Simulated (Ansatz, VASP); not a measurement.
# Zr2CO2 (Zr2CO2 MXene bilayer, AA) in two plane-wave programs, part 2 of 2

Aim: how closely do two programs agree when they are given the same cell, functional and k mesh? The cell is taken from a series of runs on this material, whose earlier steps may have relaxed, scaled, displaced or heated it; both programs get it as it stands.

VASP 6.6.1 and Ansatz 0.2.0.

So far: Set-up; Ansatz: single point, LDA.

## 3. VASP: single point, LDA

Level of this step: LDA; plane waves and PAW (O, Zr_sv, C) (VASP).

The same cell, functional (in two slightly different forms), mesh and smearing now go to VASP, with its own data sets.

Lines of VASP's logs that name or quote its potential files are left out, and so is its time.

Input file INCAR:

```
SYSTEM = Zr2CO2
PREC = Accurate
ENCUT = 520
EDIFF = 1E-06
NELM = 120
ISMEAR = -1
SIGMA = 0.02585
LREAL = .FALSE.
ALGO = Normal
GGA = PW92
NBANDS = 50
LASPH = .TRUE.
LORBIT = 11
LWAVE = .FALSE.
LCHARG = .FALSE.
ISIF = 2
LDIPOL = .TRUE.
IDIPOL = 3
DIPOL = 0.5 0.5 0.5
LVHAR = .TRUE.
GGA_COMPAT = .FALSE.
EFERMI = MIDGAP
NELMDL = -8
KPAR = 2
```

Input file POSCAR:

```
Zr2CO2
1.0
    3.3130839718      0.0000000000      0.0000000000
   -1.6565419859      2.8692148844      0.0000000000
    0.0000000000      0.0000000000     28.4319218733
O Zr C
4 4 2
Direct
    0.3333333333      0.6666666667      0.3165456081
    0.6666666667      0.3333333333      0.4728815859
    0.3333333333      0.6666666667      0.5271184141
    0.6666666667      0.3333333333      0.6834543919
    0.6666666667      0.3333333333      0.3471395461
    0.3333333333      0.6666666667      0.4438677991
    0.6666666667      0.3333333333      0.5561322009
    0.3333333333      0.6666666667      0.6528604539
    0.0000000000      0.0000000000      0.3954733726
    0.0000000000      0.0000000000      0.6045266274
```

Input file KPOINTS:

```
Automatic mesh
0
Gamma
18 18 1
0 0 0
```

Potentials, in the order of the species: O, Zr_sv and C (LDA family, release 64).

Run with:

```
$ mpirun -np 2 vasp_std
```

Numbers of over 12 decimals in the logs are rounded to 6 here.

The program printed:

```text
[banner, memory and clock lines left out]
running    2 mpi-ranks, on    1 nodes
 distrk:  each k-point on    1 cores,    2 groups
 distr:  one band on    1 cores,    1 groups

 POSCAR found type information on POSCAR O ZrC
 POSCAR found :  3 types and      10 ions
|                                                                             |
|               ----> ADVICE to this user running VASP <----                  |
|                                                                             |
|     You enforced a specific xc type in the INCAR file but a different       |
|     [... a line on the potential file left out ...]
|     I HOPE YOU KNOW WHAT YOU ARE DOING!                                     |
|                                                                             |

 LDA part: xc-table for (Slater(with rela. corr.)+PW92), standard interpolation
 POSCAR, INCAR and KPOINTS ok, starting setup
 FFT: planning ... GRIDC
 FFT: planning ... GRID_SOFT
 FFT: planning ... GRID
 WAVECAR not read
 entering main loop
       N       E                     dE             d eps       ncg     rms          rms(c)
DAV:   1     0.856882151499E+03    0.85688E+03   -0.41895E+04  4116   0.147E+03
DAV:   2    -0.294176419724E+02   -0.88630E+03   -0.85341E+03  4508   0.429E+02
DAV:   3    -0.114768711999E+03   -0.85351E+02   -0.84402E+02  5054   0.120E+02
DAV:   4    -0.122857538604E+03   -0.80888E+01   -0.80792E+01  6704   0.313E+01
DAV:   5    -0.123325059138E+03   -0.46752E+00   -0.46748E+00  5360   0.593E+00
DAV:   6    -0.123332249176E+03   -0.71900E-02   -0.71897E-02  5688   0.824E-01
DAV:   7    -0.123332504690E+03   -0.25551E-03   -0.25551E-03  5424   0.155E-01
DAV:   8    -0.123332515101E+03   -0.10411E-04   -0.10411E-04  5392   0.284E-02    0.499E+01
DAV:   9    -0.103779768719E+03    0.19553E+02   -0.10752E+02  4412   0.443E+01    0.209E+01
DAV:  10    -0.103594749180E+03    0.18502E+00   -0.10420E+01  4936   0.143E+01    0.108E+01
DAV:  11    -0.103455463077E+03    0.13929E+00   -0.12941E+00  5034   0.557E+00    0.158E+00
DAV:  12    -0.103430419151E+03    0.25044E-01   -0.21475E-01  4912   0.237E+00    0.811E-01
DAV:  13    -0.103428029579E+03    0.23896E-02   -0.36370E-02  4758   0.106E+00    0.348E-01
DAV:  14    -0.103426525902E+03    0.15037E-02   -0.67071E-03  4880   0.375E-01    0.978E-02
[...]
DAV:  21    -0.103428329557E+03   -0.16427E-03   -0.12414E-05  3312   0.903E-03    0.235E-03
DAV:  22    -0.103428364791E+03   -0.35234E-04   -0.22037E-06  3344   0.454E-03    0.174E-03
DAV:  23    -0.103428396470E+03   -0.31678E-04   -0.28491E-06  3336   0.407E-03    0.137E-03
DAV:  24    -0.103428402493E+03   -0.60230E-05   -0.43389E-07  3000   0.208E-03    0.586E-04
DAV:  25    -0.103428412447E+03   -0.99546E-05   -0.58223E-07  2904   0.183E-03    0.384E-04
DAV:  26    -0.103428416413E+03   -0.39658E-05   -0.19338E-07  2842   0.109E-03    0.227E-04
DAV:  27    -0.103428418077E+03   -0.16641E-05   -0.54548E-08  2338   0.727E-04    0.132E-04
DAV:  28    -0.103428418477E+03   -0.40004E-06   -0.18140E-08  2186   0.382E-04
   1 F= -.10342842E+03 E0= -.10342842E+03  d E =-.343043E-08
```

Parts of OUTCAR (step 3):

```text
ion  position               nearest neighbor table
   1  0.333  0.667  0.317-   5 2.10   5 2.10   5 2.10
   2  0.667  0.333  0.473-   6 2.08   6 2.08   6 2.08   7 2.37
   3  0.333  0.667  0.527-   7 2.08   7 2.08   7 2.08   6 2.37
   4  0.667  0.333  0.683-   8 2.10   8 2.10   8 2.10
   5  0.667  0.333  0.347-   1 2.10   1 2.10   1 2.10   9 2.36   9 2.36   9 2.36   6 3.35   6 3.35
                             6 3.35
   6  0.333  0.667  0.444-   2 2.08   2 2.08   2 2.08   9 2.36   9 2.36   9 2.36   3 2.37   5 3.35
                             5 3.35   5 3.35   7 3.72   7 3.72   7 3.72
   7  0.667  0.333  0.556-   3 2.08   3 2.08   3 2.08  10 2.36  10 2.36  10 2.36   2 2.37   8 3.35
                             8 3.35   8 3.35   6 3.72   6 3.72   6 3.72
   8  0.333  0.667  0.653-   4 2.10   4 2.10   4 2.10  10 2.36  10 2.36  10 2.36   7 3.35   7 3.35
                             7 3.35
   9  0.000  0.000  0.395-   5 2.36   5 2.36   5 2.36   6 2.36   6 2.36   6 2.36
  10  0.000  0.000  0.605-   8 2.36   8 2.36   8 2.36   7 2.36   7 2.36   7 2.36

  LATTYP: Found a hexagonal cell.
 ALAT       =     3.3130839718
 C/A-ratio  =     8.5817087992

 Subroutine GETGRP returns: Found 12 space group operations
 (whereof 12 operations were pure point group operations)

The static configuration has the point symmetry D_3d.

 Found     37 irreducible k-points:

   k-points           NKPTS =     37   k-points in BZ     NKDIM =     37   number of bands    NBANDS=     50

   dimension x,y,z NGX =    28 NGY =   28 NGZ =  216
   dimension x,y,z NGXF=    56 NGYF=   56 NGZF=  432

   ENCUT  =  520.0 eV  38.22 Ry    6.18 a.u.   6.16  6.16 52.86*2*pi/ulx,y,z

   NELECT =      80.0000    total number of electrons

 k-points in reciprocal lattice and weights: Automatic mesh
   0.00000000  0.00000000  0.00000000       0.003
   0.05555556  0.00000000  0.00000000       0.019
   0.11111111  0.00000000  0.00000000       0.019
   0.16666667  0.00000000  0.00000000       0.019
   0.22222222  0.00000000  0.00000000       0.019
   0.27777778  0.00000000  0.00000000       0.019
   0.33333333  0.00000000  0.00000000       0.019
   0.38888889  0.00000000  0.00000000       0.019
   0.44444444  0.00000000  0.00000000       0.019
[...]
0.33333333  0.27777778  0.00000000       0.037
   0.33333333  0.33333333  0.00000000       0.006

 dipolmoment           0.000000      0.000000     -0.000000 electrons x Angstroem

 average (electrostatic) potential at core
       1 -75.5790       2 -75.9165       3 -75.9165       4 -75.5790       5 -82.4087
       6 -82.3769       7 -82.3769       8 -82.4087       9 -56.3722      10 -56.3722

 E-fermi :   1.1625

 k-point     1 :       0.0000    0.0000    0.0000
  band No.  band energies     occupation
    ...
     36      -0.1071      2.00000
     37       0.7387      2.00000
     38       0.7387      2.00000
     39       0.7617      2.00000
     40       0.7617      2.00000
     41       2.4042      0.00000
     42       2.4042      0.00000
     43       2.6203      0.00000
     44       2.6203      0.00000
     45       2.8282      0.00000
    ...

 k-point     2 :       0.0556    0.0000    0.0000
  band No.  band energies     occupation
    ...
     36      -0.1670      2.00000
     37       0.4691      2.00000
     38       0.5364      2.00000
     39       0.5898      2.00000
     40       0.6990      2.00000
     41       2.4746      0.00000
     42       2.5391      0.00000
     43       2.6440      0.00000
     44       2.8205      0.00000
     45       2.9255      0.00000
    ...

 k-point     3 :       0.1111    0.0000    0.0000
  band No.  band energies     occupation
    ...
     36      -0.2583      2.00000
     37       0.0049      2.00000
     38       0.1827      2.00000
     39       0.2215      2.00000
     40       0.4395      2.00000
     41       2.4556      0.00000
     42       2.5138      0.00000
     43       2.8826      0.00000
     44       3.1031      0.00000
     45       3.2238      0.00000
    ...

  Total        0.5053420      0.5053420      0.1966363     -0.0000000      0.0000000      0.0000000
  in kB        2.9956721      2.9956721      1.1656620     -0.0000000      0.0000000      0.0000000
  external PRESSURE =       2.3856688 kB  Pullay stress =       0.0000000 kB

  energy-cutoff  :      520.00
  volume of cell :      270.27
      direct lattice vectors                 reciprocal lattice vectors
     3.313083972  0.000000000  0.000000000     0.301833581  0.174263699  0.000000000
    -1.656541986  2.869214884  0.000000000     0.000000000  0.348527399  0.000000000
     0.000000000  0.000000000 28.431921873     0.000000000  0.000000000  0.035171734

 POSITION                                       TOTAL-FORCE (eV/Angst)
 -----------------------------------------------------------------------------------
     -0.00000      1.91281      9.00000         0.000000      0.000000     -0.032777
      1.65654      0.95640     13.44493        -0.000000     -0.000000      0.024950
     -0.00000      1.91281     14.98699        -0.000000      0.000000     -0.024950
      1.65654      0.95640     19.43192        -0.000000      0.000000      0.032777
      1.65654      0.95640      9.86984        -0.000000     -0.000000      0.004495
     -0.00000      1.91281     12.62001        -0.000000      0.000000     -0.021216
      1.65654      0.95640     15.81191         0.000000      0.000000      0.021216
     -0.00000      1.91281     18.56208         0.000000      0.000000     -0.004495
      0.00000      0.00000     11.24407        -0.000000     -0.000000      0.001477
      0.00000      0.00000     17.18785        -0.000000      0.000000     -0.001477
 -----------------------------------------------------------------------------------
    total drift:                                0.000000     -0.000000      0.000000

  FREE ENERGIE OF THE ION-ELECTRON SYSTEM (eV)
  ---------------------------------------------------
  free  energy   TOTEN  =      -103.4284184771 eV

  energy  without entropy=     -103.4284184736  energy(sigma->0) =     -103.42841848

 vacuum level on the upper side and lower side of the slab         6.235         6.235

 total charge
# of ion       s       p       d       tot
------------------------------------------
    1        1.561   3.466   0.000   5.026
    2        1.563   3.535   0.000   5.098
    3        1.563   3.535   0.000   5.098
    4        1.561   3.466   0.000   5.026
    5        2.185   6.058   1.538   9.781
    6        2.187   6.069   1.560   9.816
    7        2.187   6.069   1.560   9.816
    8        2.185   6.058   1.538   9.781
    9        0.862   1.527   0.000   2.389
   10        0.862   1.527   0.000   2.389
--------------------------------------------------
tot         16.714  41.311   6.197  64.222

[... 3 further parts left out ...]
```

## 4. Comparison

Known differences besides the potentials themselves: the cutoff is 420 eV in Ansatz and 520 eV in VASP; VASP's log shows a relativistic correction to its local exchange, Ansatz's none. Total energies have different zeros and are not compared.

Compared:

| quantity | Ansatz | VASP | difference |
| --- | --- | --- | --- |
| gap on the k mesh (eV) | 0.814 | 0.810 | +0.003 |

A gap on the mesh is an upper bound, since the band edges may lie between its points. With vacuum in the cell, a pressure given here is an average over mostly empty space and none of the material.

## 5. Ansatz: single point, PBE, spin-orbit coupling

A single point gives forces, pressure and levels at one fixed geometry, so differences don't come from the geometry; what else differs is listed under the comparison.

The cell is taken from a series of runs on this material, whose earlier steps may have relaxed, scaled, displaced or heated it; both programs get it as it stands.

Input file input.yaml:

```yaml
crystal:
  lattice:
    - [3.3130839718, 0.0, 0.0]
    - [-1.6565419859, 2.8692148844, 0.0]
    - [0.0, 0.0, 28.4319218733]
  atoms:
    - { symbol: O, position: [0.3333333333, 0.6666666667, 0.3165456081] }
    - { symbol: Zr, position: [0.6666666667, 0.3333333333, 0.3471395461] }
    - { symbol: C, position: [0.0, 0.0, 0.3954733726] }
    - { symbol: Zr, position: [0.3333333333, 0.6666666667, 0.4438677991] }
    - { symbol: O, position: [0.6666666667, 0.3333333333, 0.4728815859] }
    - { symbol: O, position: [0.3333333333, 0.6666666667, 0.5271184141] }
    - { symbol: Zr, position: [0.6666666667, 0.3333333333, 0.5561322009] }
    - { symbol: C, position: [0.0, 0.0, 0.6045266274] }
    - { symbol: Zr, position: [0.3333333333, 0.6666666667, 0.6528604539] }
    - { symbol: O, position: [0.6666666667, 0.3333333333, 0.6834543919] }
kpoints:
  mp_grid: { grid: [12, 12, 1] }
  band_path:
    path: [[0, 0, 0], [0.5, 0, 0], [0.33333333, 0.33333333, 0], [0, 0, 0]]
    npoints: 16
hamiltonian:
  xc: pbe
  pseudopotentials: { kind: paw_fr }
magnetization:
  noncollinear: true
  spin_orbit: true
scf:
  occupations: { method: fermi_dirac, width: 0.02585 }
  convergence: { dr2_threshold: 1.0e-09 }
efield:
  axis: 3
  dipole_correction: true
  ramp_position: 0.97
  ramp_width: 0.06
  amplitude: 0
output:
  write_potential: true
  write_density: true
  volumetric_format: npy
```

Run with:

```
$ ansatz run input.yaml --threads 4 --pin off --max-ram 6144MiB --backend cpu --events-out ev --progress --plain --runs-dir out
```

The program printed:

```text
[...]
non-collinear run that drives no moment, with spin-orbit: no starting moment large enough to seed its density (crystal.atoms[].spin), no starting occupations that ask for one, no magnetisation constraint and no magnetic field, so the semilocal B_xc is pinned to zero
Crystal: 10 atoms, lattice volume = 270.272 Å³
[...]
k-point 1: bands = [... 76 lower, 2.9246, 2.9246, 3.1093, 3.1093, 5.1103, 5.1103, 5.1558, 5.1558, ... 16 higher]
  k-point 2: bands = [... 76 lower, 2.5262, 2.5262, 2.6740, 2.6740, 4.8265, 4.8265, 4.9807, 4.9807, ... 16 higher]
  k-point 18: bands = [... 76 lower, 1.1793, 1.1793, 1.2008, 1.2008, 5.2078, 5.2078, 5.3859, 5.3859, ... 16 higher]
[key lines of the parts left out:]
SCF converged after 16 iterations
Magnetization: |M| = 0.0000 μB,  M = (+0.0000, +0.0000, +0.0000) μB
Free energy (F): -19522.521741 eV
Fermi energy:    3.724744 eV
Dipole field:    D = -0.000002 V/Å  (p = -0.000003 e·Å, saw-weighted, corrected)
Work function:   Φ+ = 4.6575 eV   Φ− = 4.6575 eV
```

## 6. VASP: single point, PBE, spin-orbit coupling

The same cell, functional, mesh and smearing now go to VASP, with its own data sets.

Input file INCAR:

```
SYSTEM = Zr2CO2
PREC = Accurate
ENCUT = 520
EDIFF = 1E-06
NELM = 200
ISMEAR = -1
SIGMA = 0.02585
LREAL = .FALSE.
ALGO = Normal
GGA = PE
LNONCOLLINEAR = .TRUE.
MAGMOM = 0 0 0 0 0 0 0 0 0 0 0 0 0 0 0 0 0 0 0 0 0 0 0 0 0 0 0 0 0 0
NBANDS = 100
GGA_COMPAT = .FALSE.
LASPH = .TRUE.
LSORBIT = .TRUE.
LMAXMIX = 4
LORBIT = 11
LWAVE = .FALSE.
LCHARG = .FALSE.
ISIF = 2
LDIPOL = .TRUE.
IDIPOL = 3
DIPOL = 0.5 0.5 0.5
LVHAR = .TRUE.
EFERMI = MIDGAP
NELMDL = -8
KPAR = 2
```

POSCAR is that of step 3.

Input file KPOINTS:

```
Automatic mesh
0
Gamma
12 12 1
0 0 0
```

Potentials, in the order of the species: O, Zr_sv and C (PBE family, release 64).

Run with:

```
$ mpirun -np 2 vasp_ncl
```

The program printed:

```text
[banner, memory and clock lines left out]
running    2 mpi-ranks, on    1 nodes
[...]
LDA part: xc-table for (Slater+PW92), standard interpolation
 POSCAR, INCAR and KPOINTS ok, starting setup
[...]
entering main loop
       N       E                     dE             d eps       ncg     rms          rms(c)
DAV:   1     0.898891824847E+03    0.89889E+03   -0.41468E+04  4248   0.147E+03
DAV:   2    -0.136406428936E+02   -0.91253E+03   -0.88272E+03  4636   0.439E+02
DAV:   3    -0.104408909796E+03   -0.90768E+02   -0.89580E+02  4840   0.125E+02
DAV:   4    -0.113480970963E+03   -0.90721E+01   -0.90585E+01  6864   0.342E+01
[...]
DAV:  27    -0.947783665470E+02   -0.79937E-05   -0.33981E-07  3008   0.112E-03    0.265E-04
DAV:  28    -0.947783688197E+02   -0.22728E-05   -0.78547E-08  2752   0.753E-04    0.162E-04
DAV:  29    -0.947783697506E+02   -0.93089E-06   -0.29779E-08  2284   0.476E-04
   1 F= -.94778370E+02 E0= -.94778370E+02  d E =-.201994E-08  mag=    -0.0000     0.0000    -0.0000
```

OUTCAR, selected parts (step 6):

```text
  Total        9.1707420      9.1707420      7.1968062     -0.0000000      0.0000000      0.0000000
  in kB       54.3642403     54.3642403     42.6627310     -0.0000000      0.0000000      0.0000000
  external PRESSURE =      50.4637372 kB  Pullay stress =       0.0000000 kB

 POSITION                                       TOTAL-FORCE (eV/Angst)
 -----------------------------------------------------------------------------------
     -0.00000      1.91281      9.00000        -0.000000      0.000000     -0.659409
      1.65654      0.95640     13.44493         0.000000      0.000000      0.132518
     -0.00000      1.91281     14.98699         0.000000      0.000000     -0.132518
      1.65654      0.95640     19.43192         0.000000      0.000000      0.659409
      1.65654      0.95640      9.86984        -0.000000      0.000000      0.055978
     -0.00000      1.91281     12.62001         0.000000     -0.000000     -0.360080
      1.65654      0.95640     15.81191        -0.000000      0.000000      0.360080
     -0.00000      1.91281     18.56208         0.000000     -0.000000     -0.055978
      0.00000      0.00000     11.24407         0.000000     -0.000000      0.001034
      0.00000      0.00000     17.18785         0.000000      0.000000     -0.001034
 -----------------------------------------------------------------------------------
    total drift:                                0.000000      0.000000      0.000000

  FREE ENERGIE OF THE ION-ELECTRON SYSTEM (eV)
  ---------------------------------------------------
  free  energy   TOTEN  =       -94.7783697506 eV

  energy  without entropy=      -94.7783697486  energy(sigma->0) =      -94.77836975

 magnetization (x)
# of ion       s       p       d       tot
------------------------------------------
    1        0.000  -0.000   0.000  -0.000
    2        0.000   0.000   0.000   0.000
    3        0.000   0.000   0.000   0.000
    4        0.000  -0.000   0.000  -0.000
    5        0.000  -0.000   0.000  -0.000
    6        0.000  -0.000   0.000   0.000
    7        0.000  -0.000   0.000   0.000
    8        0.000  -0.000   0.000  -0.000
    9       -0.000   0.000   0.000   0.000
   10       -0.000   0.000   0.000   0.000
--------------------------------------------------
tot          0.000  -0.000   0.000   0.000

 magnetization (y)
# of ion       s       p       d       tot
------------------------------------------
    1       -0.000   0.000   0.000  -0.000
    2       -0.000   0.000   0.000  -0.000
    3       -0.000   0.000   0.000  -0.000
    4       -0.000   0.000   0.000  -0.000
    5        0.000   0.000  -0.000  -0.000
    6       -0.000   0.000  -0.000  -0.000
    7       -0.000   0.000  -0.000  -0.000
    8        0.000   0.000  -0.000  -0.000
    9        0.000   0.000   0.000   0.000
   10        0.000   0.000   0.000   0.000
--------------------------------------------------
tot         -0.000   0.000  -0.000  -0.000

 magnetization (z)
# of ion       s       p       d       tot
------------------------------------------
    1        0.000   0.000   0.000   0.000
    2        0.000   0.000   0.000   0.000
    3        0.000   0.000   0.000   0.000
    4        0.000   0.000   0.000   0.000
    5        0.000   0.000   0.000   0.000
    6        0.000   0.000   0.000   0.000
    7        0.000   0.000   0.000   0.000
    8        0.000   0.000   0.000   0.000
    9        0.000   0.000   0.000   0.000
   10        0.000   0.000   0.000   0.000
--------------------------------------------------
tot          0.000   0.000   0.000   0.000

[... 1 part as in an earlier step ...]

[... 2 further parts left out ...]
[key lines of the parts left out:]
E-fermi :   1.5012
```

## 7. Differences

What differs besides the data sets and the points named for the pairs above, as far as they apply: spin-orbit coupling enters by fully relativistic files in Ansatz and inside the spheres in VASP. Total energies have different zeros and are not compared.

The two programs side by side:

| quantity | Ansatz | VASP | difference |
| --- | --- | --- | --- |
| gap on the k mesh (eV) | 0.861 | 0.857 | +0.005 |

A gap on the mesh is an upper bound, since the band edges may lie between its points. With vacuum in the cell, a pressure given here is an average over mostly empty space and none of the material.

## 8. What came out

```yaml
difference_in_gap_on_the_k_mesh_single_point_lda: 0.0034 eV
difference_in_gap_on_the_k_mesh_single_point_pbe_spin_orbit_coupling: 0.0047 eV
```

The difference in gap on the k mesh is 0.0047 eV (single point, PBE, spin-orbit coupling), within the 0.08 eV picked in this series as the mark of a large difference. How closely two codes agree says nothing of how well the functional describes the real material.

[Lines on the potential files, build, host, timing and source positions are cut from VASP's logs without a mark.]

[Logs are printed without paths, hosts, clocks, repeated set-up lines and the standing remarks that a program may print on its own settings, such as how far it seeks lower states.]

[Hosts, paths, dates, database ids (printed as entryN), source tags and the programs' standing remarks are cut or masked in the printed files.]
